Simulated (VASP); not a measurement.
Write the native input for VASP 6.6.1 that does the following.

| Property | Result |
| --- | --- |
| Task | single point |
| Functional | PBE |
| Potentials or basis | VASP PAW PBE potentials, release 64 (Ru_pv, Cl) |
| Cutoff | 520 eV |
| k mesh | 6 × 6 × 4 |
| Occupations | gaussian, width 0.05 eV |
| Spin | collinear spin, ferromagnetic start |
| Starting moments | [1.0, 0.0, 0.0] μB |
| Fixed moment | 0 μB |
| Hubbard terms | Ru d U = 4 eV |
| Further INCAR settings | ALGO = Normal; EDIFF = 1e-07; NBANDS = 25 |

The structure of RuCl2 lies in POSCAR:

```
RuCl2
1.0
    3.5496909800      0.0000000000      0.0000000000
   -1.7748454900      3.0741225600      0.0000000000
    0.0000000000      0.0000000000      5.7263882700
Ru Cl
1 2
Direct
    0.0000000000      0.0000000000      0.0000000000
    0.3333333333      0.6666666667      0.2520000000
    0.6666666667      0.3333333333      0.7480000000
```

The cell comes from a database or a generator and needn't be the stable form of this composition.

One way to write it, as run:

INCAR

```
SYSTEM = RuCl2
ALGO = Normal ; EDIFF = 1E-7
ENCUT = 520 ; GGA = PE
ISIF = 2 ; ISMEAR = 0
ISPIN = 2 ; LASPH = .True.
LCHARG = .False. ; LDAU = .True.
LDAUJ = 0 0 ; LDAUL = 2 -1
LDAUPRINT = 1 ; LDAUTYPE = 2
LDAUU = 4 0 ; LMAXMIX = 4
LORBIT = 11 ; LREAL = .False.
LWAVE = .False. ; MAGMOM = 1 0 0
NBANDS = 25 ; NELM = 80
NUPDOWN = 0 ; PREC = Accurate
SIGMA = 0.05
```

KPOINTS

```
k-points
0
Gamma
  6 6 4
  0 0 0
```

Potentials or basis: VASP PAW PBE potentials, release 64 (Ru_pv, Cl).

Command:

```sh
$ cat potpaw_PBE.64/Ru_pv/POTCAR potpaw_PBE.64/Cl/POTCAR > POTCAR
$ mpirun -np 1 vasp_std > vasp.out
```

Results of the run:

The pressure is -2.0 GPa, the largest force is 1.003 eV/Å and the net moment is 0.00 μB per cell. The valence electrons inside the program's atomic spheres are Ru 12.37; Cl 5.09.

Caveat: the total moment is fixed, so each spin has its own Fermi level; forces of over 1 eV/Å show positions far from the minimum, so gaps and moduli don't describe the material at rest.

Wall time 50 s on 1 thread of Intel(R) Xeon(R) 6975P-C (Granite Rapids), on a shared host, peak memory 0.24 GiB.
